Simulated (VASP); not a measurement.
Computed with AM05 GGA, VASP's PBE PAW potentials (set 64) (plane waves; VASP).

VASP input:

**INCAR**
```
! general
SYSTEM  = Zr
PREC    = Accurate
ENCUT   = 520
LREAL   = .False.
LASPH   = .True.

! electronic loop
EDIFF   = 1E-6
NELM    = 100
ALGO    = Normal
LMAXMIX = 4

! smearing
ISMEAR  = 1
SIGMA   = 0.1

! functional
GGA     = AM

! ions
IBRION  = 2
NSW     = 60
ISIF    = 3
EDIFFG  = -0.01

! output
LWAVE   = .False.
LCHARG  = .False.
```

### POSCAR
```
Zr
1
    1.5917029734    -2.7569103686     0.0000000000
    1.5917029734     2.7569103686    -0.0000000000
   -0.0000000000    -0.0000000000     5.1266589432
Zr
2
Direct
  0.3333330000   0.6666670000   0.2500000000
  0.6666670000   0.3333330000   0.7500000000
```

### KPOINTS
```
kpoints
0
gamma
12 12 7
0 0 0
```

POTCAR, in this order: Zr_sv (PBE.64 set). Program: vasp_std.

Problem. What does the run give for the energy per atom (σ→0), band gap (on the k-mesh)?

Solution. 
- energy per atom (σ→0) = -8.840 eV/atom
- band gap (on the k-mesh) = none (metal, semimetal or under 0.01 eV)

File OSZICAR:
```
...
DAV:   6    -0.178056584233E+02    0.64263E+00   -0.99117E-01  2512   0.879E+00    0.631E+00
DAV:   7    -0.176746418186E+02    0.13102E+00   -0.67110E-01  3560   0.621E+00    0.115E+00
DAV:   8    -0.176791344791E+02   -0.44927E-02   -0.39156E-02  3192   0.179E+00    0.301E-01
DAV:   9    -0.176794698385E+02   -0.33536E-03   -0.19694E-03  3104   0.477E-01    0.348E-02
DAV:  10    -0.176794409753E+02    0.28863E-04   -0.57876E-05  3768   0.501E-02    0.241E-02
DAV:  11    -0.176794489855E+02   -0.80102E-05   -0.11176E-05  2664   0.448E-02    0.280E-03
DAV:  12    -0.176794488903E+02    0.95221E-07   -0.33315E-07  1808   0.470E-03
   1 F= -.17679449E+02 E0= -.17679511E+02  d E =-.176794E+02
```

The compound is Zr in the hcp structure. It was relaxed first. The start is the result of an earlier pass.
